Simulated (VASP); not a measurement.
# Ru (P6_3/mmc) in VASP: settings compared, part 2 of 2

VASP 6.6.1. The steps go on from the part before.

## Step 5: Single point, PBEsol

INCAR

```
ALGO     = Fast           # electronic algorithm
EDIFF    = 1E-6           # SCF threshold, eV
ENCUT    = 600            # plane-wave cutoff, eV
GGA      = PS             # functional
ISIF     = 2              # what is computed and relaxed
ISMEAR   = 1              # smearing method
KPAR     = 4            
LASPH    = True           # aspherical terms in the spheres
LCHARG   = False          # write CHGCAR
LREAL    = False          # projectors in reciprocal space
LWAVE    = False          # write WAVECAR
NBANDS   = 21             # bands
NELM     = 120            # most SCF steps
PREC     = Accurate       # precision mode
SIGMA    = 0.1            # smearing width, eV
```

KPOINTS

```
k-points
0
Gamma
  18 18 10
```

POSCAR

```
Ru                                      
1.0
    2.7189980579     -0.0000000000      0.0000000000
   -1.3594990290      2.3547213910     -0.0000000000
   -0.0000000000      0.0000000000      4.2967676148
  Ru            
     2
Direct
     0.3333333332999970    0.6666666667000030    0.2500000000000000
     0.6666666667000030    0.3333333332999970    0.7500000000000000
```

Potentials or basis: VASP PAW PBE potentials, release 64 (Ru_pv).

Launch:

```console
> cat potpaw_PBE.64/Ru_pv/POTCAR > POTCAR
> mpirun -np 4 vasp_std > vasp.out
```

OUTCAR:

```text
EDIFF = 1E-6
   ENCUT = 600
   GGA = PS
   ISIF = 2
   ISMEAR = 1
   LASPH = True
   LREAL = False
   NELM = 120
   PREC = Accurate

 ion  position               nearest neighbor table
   1  0.333  0.667  0.250-   2 2.66   2 2.66   2 2.66   2 2.66   2 2.66   2 2.66
   2  0.667  0.333  0.750-   1 2.66   1 2.66   1 2.66   1 2.66   1 2.66   1 2.66

  LATTYP: Found a hexagonal cell.
 ALAT       =     2.7189980579
 C/A-ratio  =     1.5802760882

  Lattice vectors:

 A1 = (   2.7189980579,   0.0000000000,   0.0000000000)
 A2 = (  -1.3594990290,   2.3547213910,   0.0000000000)
 A3 = (   0.0000000000,   0.0000000000,   4.2967676148)

Analysis of symmetry for initial positions (statically):
=====================================================================
 Subroutine PRICEL returns:
 Original cell was already a primitive cell.

 Routine SETGRP: Setting up the symmetry group for a
 hexagonal supercell.

 Subroutine GETGRP returns: Found 24 space group operations
 (whereof 12 operations were pure point group operations)
 out of a pool of 24 trial point group operations.
[... 163 lines left out ...]
  ---------------------------------------------------
  free energy    TOTEN  =       -20.31221777 eV

  energy without entropy =      -20.31155405  energy(sigma->0) =      -20.31199653

 E-fermi :  12.4503     XC(G=0): -14.1996

 val. band max:       12.4493401909   @ k =   0.4444   0.1111   0.5000
 cond. band min:      12.4519591718   @ k =   0.1667   0.0000   0.4000
 fundamental gap:      0.0026189809
 Fermi energy:        12.4502672617

 k-point     1 :       0.0000    0.0000    0.0000
  band No.  band energies     occupation
      1     -31.0910      2.00000
      2     -30.1902      2.00000
      3     -30.1902      2.00000
      4     -30.0247      2.00000
      5     -30.0247      2.00000
      6     -29.9858      2.00000
[... 565 lines left out ...]
     20      24.3331      0.00000
     21      24.4085      0.00000

 [... further k-points ...]

------------------------ aborting loop because EDIFF is reached ----------------------------------------

  FORCE on cell =-STRESS in cart. coord.  units (eV):
  Direction    XX          YY          ZZ          XY          YZ          ZX
  --------------------------------------------------------------------------------------
  -------------------------------------------------------------------------------------
  Total       -1.7883895     -1.7883895     -1.8361823      0.0000000      0.0000000      0.0000000
  in kB     -104.1555475   -104.1555475   -106.9389898      0.0000000      0.0000000      0.0000000
  external PRESSURE =    -105.0833616 kB  Pullay stress =       0.0000000 kB

 VOLUME and BASIS-vectors are now :
 -----------------------------------------------------------------------------
  energy-cutoff  :      600.00
  volume of cell :       27.51
      direct lattice vectors                 reciprocal lattice vectors
     2.718998058  0.000000000  0.000000000     0.367782536  0.212339346  0.000000000
    -1.359499029  2.354721391  0.000000000     0.000000000  0.424678692  0.000000000
     0.000000000  0.000000000  4.296767615     0.000000000  0.000000000  0.232733089

 POSITION                                       TOTAL-FORCE (eV/Angst)
 -----------------------------------------------------------------------------------
     -0.00000      1.56981      1.07419        -0.000000      0.000000      0.000000
      1.35950      0.78491      3.22258         0.000000     -0.000000      0.000000
 -----------------------------------------------------------------------------------
    total drift:                               -0.000000      0.000000     -0.000000

  FREE ENERGIE OF THE ION-ELECTRON SYSTEM (eV)
  ---------------------------------------------------
  free  energy   TOTEN  =       -20.3122177672 eV

  energy  without entropy=      -20.3115540528  energy(sigma->0) =      -20.31199653
```

stdout:

```text
POSCAR found type information on POSCAR Ru
 POSCAR found :  1 types and       2 ions
 scaLAPACK will be used
 -----------------------------------------------------------------------------
|                                                                             |
|                                                                             |
|     You enforced a specific xc type in the INCAR file but a different       |
|     I HOPE YOU KNOW WHAT YOU ARE DOING!                                     |
|                                                                             |
 -----------------------------------------------------------------------------

 LDA part: xc-table for (Slater+PW92), standard interpolation
 POSCAR, INCAR and KPOINTS ok, starting setup
 FFT: planning ... GRIDC
 FFT: planning ... GRID_SOFT
 FFT: planning ... GRID
 WAVECAR not read
 entering main loop
```

Run time: 13 s. Hardware: 4 MPI ranks of Intel Xeon 6975P-C (Granite Rapids), shared host; peak memory 0.23 GiB.

What came out:

- Free energy: -20.3122 eV
- Pressure: -10.5 GPa
- Band gap on the k mesh: none (metal or under the smearing width)

Levels at points of the mesh, in eV from the Fermi level:
| k point | band 12 | band 13 | band 14 | band 15 | band 16 | band 17 |
| --- | --- | --- | --- | --- | --- | --- |
| (0.00, 0.00, 0.00) | -1.87 | -1.87 | -1.36 | -1.36 | 1.18 | 1.18 |
| (0.50, 0.00, 0.00) | -1.80 | -1.48 | 1.41 | 1.83 | 1.91 | 4.00 |
| (0.00, 0.00, 0.50) | -2.71 | -2.68 | -2.68 | 0.55 | 0.55 | 0.55 |
| (0.50, 0.00, 0.50) | -1.03 | 0.43 | 0.43 | 1.67 | 1.67 | 3.33 |

Caveat: the PAW data sets were made with another functional, which shifts forces and pressure a little.

## Step 6: Summary

| level | cutoff (eV) | gap on the mesh (eV) | pressure (GPa) |
| --- | --- | --- | --- |
| PBE | 300 | none | -0.7 |
| PBE | 600 | none | 0.0 |
| PBEsol | 300 | none | -11.2 |
| PBEsol | 600 | none | -10.5 |

Alike in all rows: task single point; potentials or basis VASP PAW PBE potentials, release 64 (Ru_pv); no spin polarisation; cell as given; k mesh 18 × 18 × 10; smearing methfessel-paxton 0.1 eV.

Every run on the cell as given and a fine mesh finds a metal. The pressure there spans -11.2 GPa (PBEsol) to 0.0 GPa (PBE); a positive pressure means that this level wants a larger cell, a negative one a smaller.

Caveats: the PAW data sets were made with another functional, which shifts forces and pressure a little (some runs).

Absolute energies hang on the potentials; compare differences alone.
